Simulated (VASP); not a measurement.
Computed with PBE GGA, VASP's PBE PAW potentials (set 64) (plane waves; VASP).

A VASP calculation is set up with these files.

### INCAR
```
SYSTEM  =  Co
PREC  =  Accurate; ENCUT  =  500; LREAL  =  F
LASPH  =  T
EDIFF  =  1E-6; NELM  =  100; ALGO  =  Normal
LMAXMIX  =  4
ISMEAR  =  1; SIGMA  =  0.1
GGA  =  PE
ISPIN  =  2; MAGMOM  =  2*1.6
IBRION  =  2; NSW  =  40; ISIF  =  3
EDIFFG  =  -0.02; PSTRESS  =  450
LWAVE  =  F; LCHARG  =  F; LORBIT  =  10
```

**KPOINTS**
```
Automatic mesh
0
Gamma
17 17 9
0 0 0
```

File POSCAR:
```
Co
1
    1.2010977617    -2.0803626518    -0.0000000000
    1.2010977617     2.0803626518    -0.0000000000
    0.0000000000     0.0000000000     3.8818886841
Co
2
Direct
  0.3333330000   0.6666670000   0.2500000000
  0.6666670000   0.3333330000   0.7500000000
```

POTCAR, in this order: Co (PBE.64 set). Program: vasp_std.

Output

OSZICAR:
```
       N       E                     dE             d eps       ncg     rms          rms(c)
DAV:   1     0.778809203608E+02    0.77881E+02   -0.81377E+03 10188   0.159E+03
DAV:   2    -0.137696921141E+02   -0.91651E+02   -0.84904E+02  9914   0.255E+02
DAV:   3    -0.158942173794E+02   -0.21245E+01   -0.20737E+01 11965   0.549E+01
DAV:   4    -0.159276353275E+02   -0.33418E-01   -0.33410E-01 14304   0.525E+00
DAV:   5    -0.159279211896E+02   -0.28586E-03   -0.28585E-03 12332   0.461E-01    0.166E+01
DAV:   6    -0.141359063455E+02    0.17920E+01   -0.10897E+01 10901   0.697E+01    0.674E+00
DAV:   7    -0.139204333720E+02    0.21547E+00   -0.12906E+00 11671   0.227E+01    0.420E+00
DAV:   8    -0.138946560355E+02    0.25777E-01   -0.18348E-02 13534   0.160E+00    0.224E+00
DAV:   9    -0.138789383440E+02    0.15718E-01   -0.36713E-03 15285   0.114E+00    0.642E-01
DAV:  10    -0.138798856662E+02   -0.94732E-03   -0.30973E-03 13729   0.866E-01    0.171E-01
DAV:  11    -0.138800088353E+02   -0.12317E-03   -0.22729E-04 13714   0.201E-01    0.382E-02
DAV:  12    -0.138800092778E+02   -0.44255E-06   -0.61712E-06 11679   0.316E-02
   1 F= -.84313154E+01 E0= -.84310830E+01  d E =-.843132E+01  mag=     3.0361
       N       E                     dE             d eps       ncg     rms          rms(c)
DAV:   1    -0.162937087262E+02   -0.24137E+01   -0.39992E+01  9914   0.115E+02    0.175E+01
DAV:   2    -0.133309174897E+02    0.29628E+01   -0.99903E+00 11062   0.718E+01    0.813E+00
DAV:   3    -0.131004991502E+02    0.23042E+00   -0.64140E-01 11685   0.160E+01    0.420E+00
DAV:   4    -0.130474169588E+02    0.53082E-01   -0.16176E-02 12615   0.144E+00    0.128E+00
DAV:   5    -0.130070705932E+02    0.40346E-01   -0.15228E-02 15363   0.166E+00    0.217E-01
DAV:   6    -0.130072632584E+02   -0.19267E-03   -0.17673E-03 12086   0.700E-01    0.976E-02
DAV:   7    -0.130072637745E+02   -0.51614E-06   -0.60764E-05 12156   0.833E-02    0.485E-02
DAV:   8    -0.130072659565E+02   -0.21819E-05   -0.14229E-05 11961   0.566E-02    0.122E-02
DAV:   9    -0.130072655122E+02    0.44429E-06   -0.73912E-07  6301   0.156E-02
   2 F= -.82422136E+01 E0= -.82421743E+01  d E =0.189102E+00  mag=     2.6383
       N       E                     dE             d eps       ncg     rms          rms(c)
DAV:   1    -0.154603339968E+02   -0.24531E+01   -0.22668E+01  9900   0.952E+01    0.108E+01
DAV:   2    -0.139812581612E+02    0.14791E+01   -0.68767E+00 10908   0.534E+01    0.577E+00
DAV:   3    -0.137690718743E+02    0.21219E+00   -0.54996E-01 11125   0.154E+01    0.317E+00
DAV:   4    -0.137411932780E+02    0.27879E-01   -0.12064E-02 11686   0.134E+00    0.129E+00
DAV:   5    -0.137174571809E+02    0.23736E-01   -0.91507E-03 15145   0.128E+00    0.197E-01
DAV:   6    -0.137173257504E+02    0.13143E-03   -0.44968E-04 10488   0.224E-01    0.929E-02
DAV:   7    -0.137174193683E+02   -0.93618E-04   -0.21805E-05 13398   0.587E-02    0.352E-02
DAV:   8    -0.137174276841E+02   -0.83158E-05   -0.48988E-06 11464   0.314E-02    0.714E-03
DAV:   9    -0.137174267740E+02    0.91014E-06   -0.26299E-07  5335   0.820E-03
   3 F= -.84685972E+01 E0= -.84683243E+01  d E =-.372818E-01  mag=     2.9469
       N       E                     dE             d eps       ncg     rms          rms(c)
DAV:   1    -0.137048013684E+02    0.12626E-01   -0.17672E-02  9914   0.254E+00    0.321E-01
DAV:   2    -0.137035910115E+02    0.12104E-02   -0.54551E-03 10894   0.157E+00    0.167E-01
DAV:   3    -0.137034141103E+02    0.17690E-03   -0.48643E-04 11055   0.460E-01    0.875E-02
DAV:   4    -0.137033932661E+02    0.20844E-04   -0.76377E-06 11874   0.362E-02    0.306E-02
DAV:   5    -0.137033770672E+02    0.16199E-04   -0.51696E-06 14406   0.313E-02    0.431E-03
DAV:   6    -0.137033768338E+02    0.23341E-06   -0.42927E-07  5260   0.730E-03
   4 F= -.84688165E+01 E0= -.84685736E+01  d E =-.375011E-01  mag=     2.9431
```

### OUTCAR
```
------------------------ aborting loop because EDIFF is reached ----------------------------------------
  FORCE on cell =-STRESS in cart. coord.  units (eV):
  Direction    XX          YY          ZZ          XY          YZ          ZX
  --------------------------------------------------------------------------------------
  Total        5.2353107      5.2353123      5.1976354      0.0000000     -0.0000000      0.0000000
  in kB      450.0645066    450.0646450    446.8256678      0.0000000     -0.0000000      0.0000000
  external PRESSURE =      -1.0150602 kB  Pullay stress =     450.0000000 kB
  volume of cell :       18.64
      direct lattice vectors                 reciprocal lattice vectors
     1.185108237 -2.052667994  0.000000000     0.421902392 -0.243585422  0.000000000
     1.185108237  2.052667994  0.000000000     0.421902392  0.243585422  0.000000000
    -0.000000000  0.000000000  3.830641932     0.000000000  0.000000000  0.261052852
 POSITION                                       TOTAL-FORCE (eV/Angst)
 -----------------------------------------------------------------------------------
      1.18511      0.68422      0.95766         0.000000     -0.000000      0.000000
      1.18511     -0.68422      2.87298        -0.000000      0.000000      0.000000
 -----------------------------------------------------------------------------------
    total drift:                                0.000000     -0.000016     -0.000031
  FREE ENERGIE OF THE ION-ELECTRON SYSTEM (eV)
  ---------------------------------------------------
  free  energy   TOTEN  =       -13.7033768338 eV

  energy  without entropy=      -13.7026483788  energy(sigma->0) =      -13.70313402
  enthalpy is  TOTEN    =        -8.4688164655 eV   P V=        5.2345603683

 total charge

# of ion       s       p       d       tot
------------------------------------------
    1        0.559   0.668   7.391   8.618
    2        0.559   0.668   7.391   8.618
--------------------------------------------------
tot          1.117   1.337  14.782  17.236

 magnetization (x)

# of ion       s       p       d       tot
------------------------------------------
    1       -0.017  -0.055   1.535   1.462
    2       -0.017  -0.055   1.535   1.462
--------------------------------------------------
tot         -0.034  -0.111   3.069   2.924

 reached required accuracy - stopping structural energy minimisation
```
(Selected blocks of OUTCAR.)

File CONTCAR:
```
Co
   1.00000000000000
     1.1851082368194115   -2.0526679944365442    0.0000000000000000
     1.1851082368194115    2.0526679944365442    0.0000000000000000
    -0.0000000000000000    0.0000000000000000    3.8306419317755860
  Co
     2
Direct
     0.3333330000000032    0.6666669999999968    0.2500000000000000
     0.6666669999999968    0.3333330000000032    0.7500000000000000
```

Energy and stress use the plane-wave basis of the starting cell.

The compound is Co in the hcp structure. This run relaxes it under an external pressure of 45 GPa. Symmetry was kept, so distortions that lower it aren't found.
